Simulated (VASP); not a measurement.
# Na3AlO3 (P1) in VASP: relaxation of cell and atoms with PBE

Aim: the relaxation of cell and atoms of Na3AlO3 with PBE.

All numbers are computed with VASP 6.6.1; they aren't measurements. Logs are shortened: lines on timing, memory, paths and dates and some standing lists are left out, and cuts for length are marked.

### Step 1. The crystal as given

The typed cell holds 14 atoms: a = 5.507 Å, b = 5.837 Å, c = 6.549 Å, α = 77.87°, β = 88.06°, γ = 68.59°.

The cell was built by a generator and needn't be a form met in nature.

### Step 2. Relaxation of cell and atoms, PBE

The input, INCAR:

```
ALGO     = Fast           # electronic algorithm
EDIFF    = 1E-5           # SCF threshold, eV
EDIFFG   = -0.03          # ionic threshold
ENCUT    = 520            # plane-wave cutoff, eV
GGA      = PE             # functional
IBRION   = 2              # ionic algorithm
ISIF     = 3              # what is computed and relaxed
ISMEAR   = 0              # smearing method
ISYM     = 0            
KPAR     = 2            
LASPH    = T              # aspherical terms in the spheres
LCHARG   = F              # write CHGCAR
LREAL    = Auto         
LWAVE    = F              # write WAVECAR
NELM     = 80             # most SCF steps
NSW      = 110            # ionic steps
PREC     = Normal         # precision mode
SIGMA    = 0.05           # smearing width, eV
```

The input, KPOINTS:

```
k-points
0
Gamma
  4 3 3
```

The input, POSCAR:

```
Na3AlO3
1.0
    5.5073025200     -0.0092444700     -0.0358036200
    2.1403451100      5.4304691600      0.0326770800
    0.2658044500      1.3363007500      6.4054859700
Na Al O
6 2 6
Direct
    0.0268262100      0.7025579500      0.5454999500
    0.9735641800      0.2636442100      0.4207754900
    0.0525265600      0.2498326600      0.9465284200
    0.9439712000      0.7335975200      0.0855512600
    0.5278852500      0.7728947000      0.3539762800
    0.5028006200      0.2137072200      0.6364544800
    0.5246727900      0.3586964000      0.1622503100
    0.4722785200      0.6462189400      0.8268763300
    0.2948543400      0.4528224600      0.3702884400
    0.7713946400      0.0561583700      0.2838574400
    0.6579374100      0.6175492600      0.0554459400
    0.2660087700      0.9356981000      0.6981522000
    0.6914845900      0.5915358400      0.6537238100
    0.3513242800      0.4090274200      0.9337215700
```

Potentials or basis: VASP PAW PBE potentials, release 64 (Na_pv, Al, O).

Run with:

```
cat potpaw_PBE.64/Na_pv/POTCAR potpaw_PBE.64/Al/POTCAR potpaw_PBE.64/O/POTCAR > POTCAR
mpirun -np 2 vasp_std > vasp.out
```

OUTCAR:

```text
EDIFF = 1E-5
   EDIFFG = -0.03
   ENCUT = 520
   GGA = PE
   IBRION = 2
   ISIF = 3
   ISMEAR = 0
   ISYM = 0
   LASPH = T
   LREAL = Auto
   NELM = 80
   NSW = 110
   PREC = Normal

 ion  position               nearest neighbor table
   1  0.027  0.703  0.545-   9 2.15  13 2.22   8 3.00
   2  0.974  0.264  0.421-  10 2.24   7 2.86
   3  0.053  0.250  0.947-  14 2.16
   4  0.944  0.734  0.086-  11 1.96
   5  0.528  0.773  0.354-  13 2.08  11 2.31   7 2.95   8 3.06
   6  0.503  0.214  0.636-   9 2.06   8 2.99   7 3.05
   7  0.525  0.359  0.162-  14 1.72  10 1.82   9 1.86  11 1.91   8 2.42   2 2.86   5 2.95   6 3.05

   8  0.472  0.646  0.827-  13 1.62  12 1.71  14 1.76  11 1.79   7 2.42   6 2.99   1 3.00   5 3.06

   9  0.295  0.453  0.370-   7 1.86   6 2.06   1 2.15
  10  0.771  0.056  0.284-   7 1.82   2 2.24
  11  0.658  0.618  0.055-   8 1.79   7 1.91   4 1.96   5 2.31
  12  0.266  0.936  0.698-   8 1.71
  13  0.691  0.592  0.654-   8 1.62   5 2.08   1 2.22
  14  0.351  0.409  0.934-   7 1.72   8 1.76   3 2.16

IMPORTANT INFORMATION: All symmetrisations will be switched off!
NOSYMM: (Re-)initialisation of all symmetry stuff for point group C_1.

----------------------------------------------------------------------------------------

                                     Primitive cell

  volume of cell :     191.4058

  direct lattice vectors                    reciprocal lattice vectors
     5.507302520 -0.009244470 -0.035803620     0.181505058 -0.071582273  0.007401561
     2.140345110  5.430469160  0.032677080     0.000059407  0.184354178 -0.038462096
     0.265804450  1.336300750  6.405485970     0.001014224 -0.001340579  0.156353762

  length of vectors
     5.507426659  5.837134595  6.548786316     0.195250841  0.188323655  0.156362799

  position of ions in fractional coordinates (direct lattice)
     0.026826210  0.702557950  0.545499950
     0.973564180  0.263644210  0.420775490
     0.052526560  0.249832660  0.946528420
     0.943971200  0.733597520  0.085551260
     0.527885250  0.772894700  0.353976280
     0.502800620  0.213707220  0.636454480
     0.524672790  0.358696400  0.162250310
     0.472278520  0.646218940  0.826876330
     0.294854340  0.452822460  0.370288440
     0.771394640  0.056158370  0.283857440
     0.657937410  0.617549260  0.055445940
     0.266008770  0.935698100  0.698152200
     0.691484590  0.591535840  0.653723810
     0.351324280  0.409027420  0.933721570

  ion indices of the primitive-cell ions
   primitive index   ion index
                 1           1
                 2           2
                 3           3
                 4           4
                 5           5
                 6           6
                 7           7
                 8           8
                 9           9
                10          10
[... 91 lines left out ...]
  volume/ion in A,a.u.               =      13.67        92.26
  Fermi-wavevector in a.u.,A,eV,Ry     =   1.244084  2.350977 21.058333  1.547744
  Thomas-Fermi vector in A             =   2.378366
   LORBIT       =      0    0 simple, 1 ext, 2 COOP (PROOUT), +10 PAW based schemes
   GGA     = PE    functional components
   LHFCALC =     F    Hartree Fock is set to
   AEXX    =    0.0000 exact exchange contribution
   IVDW    =     0    specifies the selected vdW correction
   LEPSILON=     F    determine dielectric tensor
   LRPA    =     F    only Hartree local field effects (RPA)
 conjugate gradient relaxation of ions
 non-spin polarized calculation
 RMM-DIIS sequential band-by-band and
 Gauss-broadening in eV      SIGMA  =   0.05
  energy-cutoff  :      520.00
  volume of cell :      191.41
 maximum number of plane-waves:      5167
   NGX = 21   NGY = 21   NGZ = 25

--------------------------------------- Ionic step        1  -------------------------------------------

 number of electron      84.0000029 magnetization

 Free energy of the ion-electron system (eV)
  ---------------------------------------------------
  ext. energy  EPLUGINS =         0.00000000
  ---------------------------------------------------
  free energy    TOTEN  =       -70.98824470 eV

  energy without entropy =      -70.98824470  energy(sigma->0) =      -70.98824470

------------------------ aborting loop because EDIFF is reached ----------------------------------------

  FORCE on cell =-STRESS in cart. coord.  units (eV):
  Direction    XX          YY          ZZ          XY          YZ          ZX
  --------------------------------------------------------------------------------------
  -------------------------------------------------------------------------------------
  Total        9.0990333      3.5310862     10.5001786     -1.1883200     -0.0593417      0.8484768
  in kB       76.1641599     29.5572298     87.8925549     -9.9469244     -0.4967242      7.1022408
  external PRESSURE =      64.5379815 kB  Pullay stress =       0.0000000 kB
[... 125 lines left out ...]
  FREE ENERGIE OF THE ION-ELECTRON SYSTEM (eV)
  ---------------------------------------------------
  free  energy   TOTEN  =       -72.4946055632 eV

  energy  without entropy=      -72.4946055632  energy(sigma->0) =      -72.49460556

 E-fermi :   1.2543     XC(G=0):  -8.8132

 val. band max:        0.9391713377   @ k =   0.2500   0.3333  -0.0000
 cond. band min:       3.2014735272   @ k =   0.0000   0.0000   0.0000
 fundamental gap:      2.2623021894
 Fermi energy:         1.2542653857

 k-point     1 :       0.0000    0.0000    0.0000
  band No.  band energies     occupation
      1     -21.1362      2.00000
      2     -21.1006      2.00000
      3     -21.0846      2.00000
      4     -21.0514      2.00000
      5     -21.0350      2.00000
      6     -20.9823      2.00000
[... 996 lines left out ...]
     49       9.1232      0.00000
     50       9.4589      0.00000

[... ionic steps 4 to 29 ...]

--------------------------------------- Ionic step       30  -------------------------------------------

 number of electron      84.0000002 magnetization

------------------------ aborting loop because EDIFF is reached ----------------------------------------
[... 91 lines left out ...]
--------------------------------------- Ionic step       32  -------------------------------------------

 number of electron      83.9999996 magnetization

 Free energy of the ion-electron system (eV)
  ---------------------------------------------------
  ext. energy  EPLUGINS =         0.00000000
  ---------------------------------------------------
  free energy    TOTEN  =       -73.25146086 eV

  energy without entropy =      -73.25146086  energy(sigma->0) =      -73.25146086

 E-fermi :   1.2319     XC(G=0):  -8.8634

 val. band max:        0.9211417825   @ k =   0.5000   0.3333  -0.0000
 cond. band min:       3.3373457819   @ k =   0.0000   0.0000   0.0000
 fundamental gap:      2.4162039995
 Fermi energy:         1.2319330419

 k-point     1 :       0.0000    0.0000    0.0000
  band No.  band energies     occupation
      1     -20.9838      2.00000
      2     -20.9637      2.00000
      3     -20.8938      2.00000
      4     -20.8931      2.00000
      5     -20.8853      2.00000
      6     -20.8650      2.00000
[... 1037 lines left out ...]
  FREE ENERGIE OF THE ION-ELECTRON SYSTEM (eV)
  ---------------------------------------------------
  free  energy   TOTEN  =       -73.2514608641 eV

  energy  without entropy=      -73.2514608641  energy(sigma->0) =      -73.25146086

 reached required accuracy - stopping structural energy minimisation
```

Run time: 11 min. Hardware: 2 MPI ranks of Intel Xeon Platinum 8488C (Sapphire Rapids), shared host; peak memory 0.28 GiB.

Results:

```yaml
Free_energy: -73.2515 eV
Relaxed_volume: 14.02 Å³/atom
Relaxed_cell: a = 5.591 Å, b = 5.849 Å, c = 6.609 Å, α = 78.70°, β = 87.42°, γ = 67.92°
Space_group_after_relaxing_to_0.05_Å: P-1 (No. 2)
Energy_gained_by_relaxing: 161.7 meV/atom
Ionic_steps: 32
Pressure_after_relaxing: 0.0 GPa
Largest_force_after_relaxing: 0.028 eV/Å
Band_gap_on_the_k_mesh: 2.42 eV, indirect (least direct gap 2.52 eV)
```

Forces in eV/Å, atoms in the order of the input:
```
Na  -0.003 -0.003  0.003
Na   0.009  0.004  0.000
Na   0.008  0.001 -0.007
Na  -0.005  0.006 -0.004
Na  -0.001 -0.008  0.003
Na   0.002  0.001 -0.005
Al  -0.028 -0.002  0.004
Al  -0.011 -0.018  0.007
O    0.011  0.018  0.004
O   -0.003  0.000  0.021
O    0.014  0.011 -0.022
O   -0.002 -0.002 -0.006
O   -0.002 -0.001 -0.004
O    0.011 -0.007  0.008
```

The path:
```
step  energy change (eV)  largest force (eV/Å)  pressure (GPa)  volume (Å³)
   1              0.0000                5.2135            6.45       191.41
   2             -1.2582                3.0143           -2.80       207.03
   3             -1.5064                2.2219           -1.14       201.87
   4             -1.9244                0.9460           -1.02       201.53
   5             -1.9297                1.0568           -1.03       201.49
   6             -2.1066                0.8468           -0.44       198.78
   7             -2.1112                1.0973           -0.22       198.25
   8             -2.2083                0.4756            0.09       195.97
   9             -2.2083                0.4732            0.12       195.97
  10             -2.2300                0.4452           -0.09       195.86
  11             -2.2301                0.4797           -0.05       195.85
  12             -2.2472                0.2035            0.02       195.66
  13             -2.2476                0.2409            0.05       195.62
  14             -2.2534                0.1531            0.13       195.67
  15             -2.2535                0.1708            0.13       195.68
  16             -2.2564                0.1122           -0.03       196.05
  17             -2.2565                0.1218            0.06       196.06
  18             -2.2587                0.0815           -0.16       196.45
  19             -2.2589                0.1002           -0.13       196.58
  20             -2.2587                0.1435           -0.27       196.82
  21             -2.2590                0.1071           -0.23       196.63
  22             -2.2605                0.0858            0.05       196.33
  23             -2.2605                0.0898           -0.03       196.32
  24             -2.2614                0.0765            0.00       196.12
  25             -2.2615                0.1068            0.05       196.08
  26             -2.2621                0.0597            0.03       196.03
  27             -2.2622                0.0521            0.02       196.02
  28             -2.2622                0.0616            0.00       195.99
  29             -2.2623                0.0503            0.04       196.01
  30             -2.2627                0.0491            0.05       196.07
  31             -2.2629                0.0642            0.04       196.13
  32             -2.2632                0.0285            0.05       196.28
```

Final structure:
```
Na Al O
1.0
     5.59051    0.00977   -0.00943
     2.18904    5.42342   -0.00366
     0.30600    1.27702    6.47765
Na Al O
6 2 6
Cartesian
  1.8719 4.6862 3.5583
  6.2584 2.0130 2.8845
  1.0103 2.5609 5.9076
  7.1148 4.1293 0.5458
  4.7064 4.7733 2.2737
  3.4260 1.9523 4.1757
  3.7215 2.1617 1.1309
  4.4134 4.5525 5.3043
  2.6621 2.9722 2.2689
  4.5329 0.7281 1.7671
  4.9542 3.3469 0.4471
  3.6161 5.9808 4.6431
  5.4669 3.7210 4.1765
  3.1658 3.3808 5.9935
```

Caveat: an odd mesh through Γ misses points on the zone boundary, where band edges often lie.
